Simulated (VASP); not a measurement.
These are rev-vdW-DF2, VASP's PBE PAW potentials (set 64) (plane waves; VASP 6.6.1) values and carry that method's errors.

A VASP calculation is set up with these files.

### KPOINTS
```
Automatic mesh
0
Gamma
8 8 8
0 0 0
```

**POSCAR**
```
SnTe
3.1842310
  0.0000000000   1.0000001136   1.0000001136
  1.0000001136   0.0000000000   1.0000001136
  1.0000001136   1.0000001136   0.0000000000
Sn Te
1 1
Cartesian
  0.0000000000   0.0000000000   0.0000000000
  1.0000001136   1.0000001136   1.0000001136
```

INCAR:
```
# general
SYSTEM    =  SnTe
PREC      =  Accurate
ENCUT     =  520   # plane-wave cut-off (eV)
LREAL     =  .FALSE.
LASPH     =  .TRUE.

# electronic loop
EDIFF     =  1E-7   # SCF stop (eV)
NELM      =  100   # most electronic steps
ALGO      =  Normal
LMAXMIX   =  4   # l cut-off of mixed one-centre charges

# smearing
ISMEAR    =  -5

# functional
GGA       =  MK
LUSE_VDW  =  .TRUE.
AGGAC     =  0.0
PARAM1    =  0.1234568
PARAM2    =  0.7114
ZAB_VDW   =  -1.8867

# ions
ISIF      =  2

# output
LWAVE     =  .FALSE.
LCHARG    =  .TRUE.
LORBIT    =  11   # lm-projected
NEDOS     =  601   # DOS grid
```

POTCAR, in this order: Sn_d Te (PBE.64 set). Program: vasp_std.

Output

**OUTCAR**
```
 ion  position               nearest neighbor table
   1  0.000  0.000  0.000-   2 3.18   2 3.18   2 3.18   2 3.18   2 3.18   2 3.18
   2  0.500  0.500  0.500-   1 3.18   1 3.18   1 3.18   1 3.18   1 3.18   1 3.18
  LATTYP: Found a face centered cubic cell.
 ALAT       =     6.3684627232
 Subroutine PRICEL returns:
 Original cell was already a primitive cell.
 Subroutine GETGRP returns: Found 48 space group operations
The static configuration has the point symmetry O_h .
The dynamic configuration has the point symmetry O_h .
 Subroutine INISYM returns: Found 48 space group operations
 Subroutine IBZKPT returns following result:
 Found     29 irreducible k-points:

 Following reciprocal coordinates:
            Coordinates               Weight
  0.000000  0.000000  0.000000      1.000000
  0.125000  0.000000  0.000000      8.000000
  0.250000  0.000000  0.000000      8.000000
  0.375000  0.000000  0.000000      8.000000
  0.500000  0.000000  0.000000      4.000000
  0.125000  0.125000  0.000000      6.000000
  0.250000  0.125000  0.000000     24.000000
  0.375000  0.125000  0.000000     24.000000
  0.500000  0.125000  0.000000     24.000000
 -0.375000  0.125000  0.000000     24.000000
 -0.250000  0.125000  0.000000     24.000000
 -0.125000  0.125000  0.000000     12.000000
  0.250000  0.250000  0.000000      6.000000
  0.375000  0.250000  0.000000     24.000000
  0.500000  0.250000  0.000000     24.000000
 -0.375000  0.250000  0.000000     24.000000
 -0.250000  0.250000  0.000000     12.000000
  0.375000  0.375000  0.000000      6.000000
  0.500000  0.375000  0.000000     24.000000
 -0.375000  0.375000  0.000000     12.000000
  0.500000  0.500000  0.000000      3.000000
  0.375000  0.250000  0.125000     24.000000
  0.500000  0.250000  0.125000     48.000000
 -0.375000  0.250000  0.125000     24.000000
  0.500000  0.375000  0.125000     24.000000
 -0.375000  0.375000  0.125000     48.000000
 -0.250000  0.375000  0.125000     24.000000
 -0.375000  0.500000  0.125000     12.000000
 -0.250000  0.500000  0.250000      6.000000
   k-points           NKPTS =     29   k-points in BZ     NKDIM =     29   number of bands    NBANDS=     14
   number of dos      NEDOS =    601   number of ions     NIONS =      2
   total plane-waves  NPLWV =  46656
   dimension x,y,z NGX =    36 NGY =   36 NGZ =   36
   dimension x,y,z NGXF=    72 NGYF=   72 NGZF=   72
   ions per type =               1   1
   PREC   = accura    normal or accurate (medium, high low for compatibility)
   ISTART =      0    job   : 0-new  1-cont  2-samecut
   ICHARG =      2    charge: 1-file 2-atom 10-const
   ISPIN  =      1    spin polarized calculation?
   LNONCOLLINEAR =      F non collinear calculations
   LSORBIT =      F    spin-orbit coupling
   INIWAV =      1    electr: 0-lowe 1-rand  2-diag
   ENCUT  =  520.0 eV  38.22 Ry    6.18 a.u.   8.37  8.37  8.37*2*pi/ulx,y,z
   NELM   =    100;   NELMIN=  2; NELMDL= -5     # of ELM steps
   EDIFF  = 0.1E-06   stopping-criterion for ELM
   LREAL  =      F    real-space projection
   NLSPLINE    = F    spline interpolate recip. space projectors
   LMAXMIX     =    4 max onsite mixed and CHGCAR
   VOSKOWN=      0    Vosko Wilk Nusair interpolation
   EDIFFG = 0.1E-05   stopping-criterion for IOM
   NSW    =      0    number of steps for IOM
   NBLOCK =      1;   KBLOCK =      1    inner block; outer block
   IBRION =     -1    ionic relax: 0-MD 1-quasi-New 2-CG
   NFREE  =      0    steps in history (QN), initial steepest desc. (CG)
   ISIF   =      2    stress and relaxation
   ISYM   =      2    0-nonsym 1-usesym 2-fastsym
   TEIN   =    0.0    initial temperature
   TEBEG  =    0.0;   TEEND  =   0.0 temperature during run
   SMASS  =  -3.00    Nose mass-parameter (am)
...
```

OSZICAR:
```
       N       E                     dE             d eps       ncg     rms          rms(c)
DAV:   1     0.128406760889E+03    0.12841E+03   -0.96715E+03   818   0.161E+03
DAV:   2     0.725769435126E+01   -0.12115E+03   -0.11965E+03   866   0.370E+02
DAV:   3    -0.289155168631E+01   -0.10149E+02   -0.10117E+02  1058   0.975E+01
DAV:   4    -0.315730234555E+01   -0.26575E+00   -0.26566E+00   908   0.173E+01
DAV:   5    -0.316804409170E+01   -0.10742E-01   -0.10742E-01  1156   0.325E+00    0.420E+00
DAV:   6    -0.310223505990E+01    0.65809E-01   -0.17343E-01   984   0.301E+00    0.265E+00
DAV:   7    -0.310378629629E+01   -0.15512E-02   -0.54778E-02   970   0.126E+00    0.855E-01
DAV:   8    -0.310440518793E+01   -0.61889E-03   -0.67386E-03   926   0.775E-01    0.156E-01
DAV:   9    -0.310449871417E+01   -0.93526E-04   -0.63277E-04  1004   0.260E-01    0.324E-02
DAV:  10    -0.310450473001E+01   -0.60158E-05   -0.71356E-05   872   0.739E-02    0.240E-02
DAV:  11    -0.310450969053E+01   -0.49605E-05   -0.27140E-05   890   0.427E-02    0.217E-02
DAV:  12    -0.310450959373E+01    0.96809E-07   -0.17854E-06   968   0.888E-03    0.110E-02
DAV:  13    -0.310450937048E+01    0.22324E-06   -0.12358E-07   670   0.240E-03    0.569E-03
DAV:  14    -0.310450925828E+01    0.11220E-06   -0.29640E-07   628   0.600E-03    0.425E-04
DAV:  15    -0.310450927236E+01   -0.14079E-07   -0.34210E-08   424   0.119E-03
   1 F= -.31045093E+01 E0= -.31045093E+01  d E =0.000000E+00
```

OUTCAR:
```
------------------------ aborting loop because EDIFF is reached ----------------------------------------
  FORCE on cell =-STRESS in cart. coord.  units (eV):
  Direction    XX          YY          ZZ          XY          YZ          ZX
  --------------------------------------------------------------------------------------
  Total        0.0472703      0.0472703      0.0472703      0.0000000     -0.0000000      0.0000000
  in kB        1.1728837      1.1728837      1.1728837      0.0000000     -0.0000000      0.0000000
  external PRESSURE =       1.1728837 kB  Pullay stress =       0.0000000 kB
  volume of cell :       64.57
      direct lattice vectors                 reciprocal lattice vectors
     0.000000000  3.184231362  3.184231362    -0.157023766  0.157023766  0.157023766
     3.184231362  0.000000000  3.184231362     0.157023766 -0.157023766  0.157023766
     3.184231362  3.184231362  0.000000000     0.157023766  0.157023766 -0.157023766
 POSITION                                       TOTAL-FORCE (eV/Angst)
 -----------------------------------------------------------------------------------
      0.00000      0.00000      0.00000        -0.000000      0.000000     -0.000000
      3.18423      3.18423      3.18423         0.000000      0.000000      0.000000
 -----------------------------------------------------------------------------------
    total drift:                               -0.000000      0.000000      0.000000
  FREE ENERGIE OF THE ION-ELECTRON SYSTEM (eV)
  ---------------------------------------------------
  free  energy   TOTEN  =        -3.1045092724 eV

  energy  without entropy=       -3.1045092724  energy(sigma->0) =       -3.10450927

 total charge

# of ion       s       p       d       tot
------------------------------------------
    1        1.371   0.718   9.981  12.070
    2        1.384   1.964   0.026   3.374
--------------------------------------------------
tot          2.755   2.682  10.007  15.444
```
(Selected blocks of OUTCAR.)

The compound is SnTe in the rock salt structure, which distorts at low temperature. It was relaxed first.
